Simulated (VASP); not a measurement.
Crystal: BeZn2Se3.

```
Be Zn Se
1.0
     5.01216    0.00000    0.00000
    -2.50608    4.34066    0.00000
     0.00000    0.00000    6.63883
Be Zn Se
1 2 3
Direct
  0.00000 0.00000 0.00000
  0.33333 0.66667 0.50000
  0.66667 0.33333 0.50000
  0.00000 0.00000 0.50000
  0.33333 0.66667 0.00000
  0.66667 0.33333 0.00000
```

The cell was built by a generator and needn't be a form met in nature.

- Program: VASP 6.6.1
- Task: relaxation of cell and atoms
- Functional: PBE
- Potentials or basis: VASP PAW PBE potentials, release 64 (Be, Zn, Se)
- Cutoff: 520 eV
- k mesh: 3 × 3 × 2
- Occupations: gaussian, width 0.15 eV
- Spin: no spin polarisation

At the start: pressure -7.4 GPa; volume 24.07 Å³/atom.

**Question.** How do energy, volume and symmetry change on relaxing?

**Answer.** Over 20 steps the energy falls by 288.0 meV/atom and the volume is 18.18 Å³/atom (-24.5 %); space group P6/mmm (No. 191, to 0.05 Å).

Step by step:
```tsv
step	energy change (eV)	largest force (eV/Å)	pressure (GPa)	volume (Å³)
1	0.0000	0.0000	-7.39	144.43
2	-0.5906	0.0000	-0.37	122.44
3	-0.5908	0.0000	-0.39	122.59
4	-0.6894	0.0000	-0.54	119.74
5	-1.0928	0.0000	-0.16	110.92
6	-0.5305	0.0000	20.64	92.06
7	-1.3237	0.0000	1.44	106.93
8	-1.4290	0.0000	8.51	98.07
9	-1.4801	0.0000	3.76	102.45
10	-1.5006	0.0000	5.41	100.81
11	-1.5568	0.0000	5.40	101.05
12	-1.5759	0.0000	5.79	101.23
13	-1.6392	0.0000	4.19	103.16
14	-1.7248	0.0000	0.36	108.82
15	-1.7265	0.0000	0.46	109.52
16	-1.7250	0.0000	-0.86	110.91
17	-1.7267	0.0000	-0.02	110.08
18	-1.7265	0.0000	-0.49	110.26
19	-1.7283	0.0000	-0.39	109.93
20	-1.7278	0.0000	-0.30	109.07
```

Final structure:
```yaml
crystal:
  lattice:
    - [5.05506, 0.00000, 0.00000]
    - [-2.52753, 4.37781, 0.00000]
    - [0.00000, 0.00000, 4.92864]
  atoms:
    - { symbol: Be, position: [0.00000, 0.00000, 0.00000] }
    - { symbol: Zn, position: [0.33333, 0.66667, 0.50000] }
    - { symbol: Zn, position: [0.66667, 0.33333, 0.50000] }
    - { symbol: Se, position: [0.00000, 0.00000, 0.50000] }
    - { symbol: Se, position: [0.33333, 0.66667, 0.00000] }
    - { symbol: Se, position: [0.66667, 0.33333, 0.00000] }
```

Caveat: the k mesh is coarse (spacing up to 0.48 Å⁻¹), so the values aren't converged; the volume moved by over 15 % at a fixed basis, so the end points are rough.
